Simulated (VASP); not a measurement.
Here is the system:

```
CELL_PARAMETERS angstrom
     -2.78837     2.78837     4.92953
      2.78837    -2.78837     4.92953
      2.78837     2.78837    -4.92953
ATOMIC_POSITIONS crystal
  Zn 0.75000 0.25000 0.50000
  Zn 0.00000 0.00000 0.00000
  Cl 0.10721 0.12500 0.48221
  Cl 0.87500 0.35721 0.98221
  Cl 0.64279 0.62500 0.51779
  Cl 0.37500 0.89279 0.01779
```

Calculation: PBEsol GGA with spin-orbit coupling, VASP's PBE PAW potentials (set 64) (plane waves; VASP). Run with 400 eV cut-off, 5×5×5 Γ-centred mesh, Gaussian smearing of 0.050 eV, potentials Zn Cl.

Problem. Give the energies of bands 41 to 54 at the high-symmetry points, in eV from the valence-band maximum.

Solution. 
```json
[
 {"band": "41", "Γ": "-1.27", "X": "-0.84", "P": "-1.03", "N": "-1.29", "M": "-1.11", "S": "-1.21", "R": "-1.00"},
 {"band": "42", "Γ": "-1.27", "X": "-0.84", "P": "-0.99", "N": "-1.29", "M": "-1.11", "S": "-1.18", "R": "-1.00"},
 {"band": "43", "Γ": "-1.12", "X": "-0.82", "P": "-0.98", "N": "-1.13", "M": "-1.11", "S": "-1.05", "R": "-0.98"},
 {"band": "44", "Γ": "-1.12", "X": "-0.82", "P": "-0.98", "N": "-1.13", "M": "-1.11", "S": "-1.04", "R": "-0.98"},
 {"band": "45", "Γ": "-1.09", "X": "-0.55", "P": "-0.51", "N": "-0.67", "M": "-0.99", "S": "-0.89", "R": "-0.58"},
 {"band": "46", "Γ": "-1.09", "X": "-0.55", "P": "-0.51", "N": "-0.67", "M": "-0.99", "S": "-0.88", "R": "-0.58"},
 {"band": "47", "Γ": "-0.17", "X": "-0.53", "P": "-0.51", "N": "-0.60", "M": "-0.99", "S": "-0.64", "R": "-0.55"},
 {"band": "48", "Γ": "-0.17", "X": "-0.53", "P": "-0.50", "N": "-0.60", "M": "-0.99", "S": "-0.62", "R": "-0.55"},
 {"band": "49", "Γ": "-0.09", "X": "-0.35", "P": "-0.49", "N": "-0.42", "M": "-0.54", "S": "-0.47", "R": "-0.40"},
 {"band": "50", "Γ": "-0.09", "X": "-0.35", "P": "-0.47", "N": "-0.42", "M": "-0.54", "S": "-0.45", "R": "-0.40"},
 {"band": "51", "Γ": "0.00", "X": "-0.35", "P": "-0.47", "N": "-0.35", "M": "-0.54", "S": "-0.32", "R": "-0.38"},
 {"band": "52", "Γ": "0.00", "X": "-0.35", "P": "-0.44", "N": "-0.35", "M": "-0.54", "S": "-0.32", "R": "-0.38"},
 {"band": "53", "Γ": "4.03", "X": "5.51", "P": "5.54", "N": "5.50", "M": "5.83", "S": "5.65", "R": "5.65"},
 {"band": "54", "Γ": "4.03", "X": "5.51", "P": "5.54", "N": "5.50", "M": "5.83", "S": "5.66", "R": "5.65"}
]
```

The gap is direct, 4.03 eV, from the valence maximum at Γ to the conduction minimum at Γ.

The structure comes from a computed database's ZnCl2 entry (I-42d); how it stands against other phases isn't given here. It was relaxed first.
